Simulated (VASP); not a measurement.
Given:

```
CELL_PARAMETERS angstrom
      0.00000     2.73279     2.73279
      2.73279     0.00000     2.73279
      2.73279     2.73279     0.00000
ATOMIC_POSITIONS crystal
  Ca 0.00000 0.00000 0.00000
  F  0.25000 0.25000 0.25000
  F  0.75000 0.75000 0.75000
```

Method: optB88-vdW, VASP's PBE PAW potentials (set 64) (plane waves; VASP 6.6.1). Run with 520 eV cut-off, 8×8×8 Γ-centred mesh, tetrahedra with Blöchl corrections, potentials Ca_sv F.

Tabulate the total density of states (states/eV per cell) against energy (eV; zero at the valence-band maximum or, without a gap, the Fermi level).

(E (eV), DOS (states/eV)): (-9.94, 0.00); (-9.70, 0.00); (-9.46, 0.00); (-9.22, 0.00); (-8.98, 0.00); (-8.62, 0.00); (-8.38, 0.00); (-8.14, 0.00); (-7.90, 0.00); (-7.66, 0.00); (-7.42, 0.00); (-7.18, 0.00); (-6.94, 0.00); (-6.70, 0.00); (-6.46, 0.00); (-6.10, 0.00); (-5.86, 0.00); (-5.62, 0.00); (-5.38, 0.00); (-5.14, 0.00); (-4.90, 0.00); (-4.66, 0.00); (-4.42, 0.00); (-4.18, 0.00); (-3.94, 0.00); (-3.58, 0.00); (-3.34, 0.00); (-3.10, 0.00); (-2.86, 0.00); (-2.62, 0.29); (-2.38, 1.20); (-2.14, 2.40); (-1.90, 7.91); (-1.66, 5.85); (-1.42, 5.93); (-1.06, 3.42); (-0.82, 4.83); (-0.58, 5.73); (-0.34, 10.5); (-0.10, 1.64); (0.14, 0.00); (0.38, 0.00); (0.62, 0.00); (0.86, 0.00); (1.10, 0.00); (1.46, 0.00); (1.70, 0.00); (1.94, 0.00); (2.18, 0.00); (2.42, 0.00); (2.66, 0.00); (2.90, 0.00); (3.14, 0.00); (3.38, 0.00); (3.62, 0.00); (3.98, 0.00); (4.22, 0.00); (4.46, 0.00); (4.70, 0.00); (4.94, 0.00); (5.18, 0.00); (5.42, 0.00); (5.66, 0.00); (5.90, 0.00); (6.14, 0.00); (6.50, 0.00); (6.74, 0.00); (6.98, 0.00); (7.22, 0.00); (7.46, 0.03); (7.70, 0.09); (7.94, 0.13); (8.18, 0.86); (8.42, 3.01); (8.66, 2.88); (9.02, 0.59); (9.26, 2.42); (9.50, 4.68); (9.74, 5.78); (9.98, 3.91)
Within 2 eV below the valence-band maximum the largest weight inside VASP's projection spheres is F p.

The compound is CaF2 in the fluorite structure. It was relaxed first.
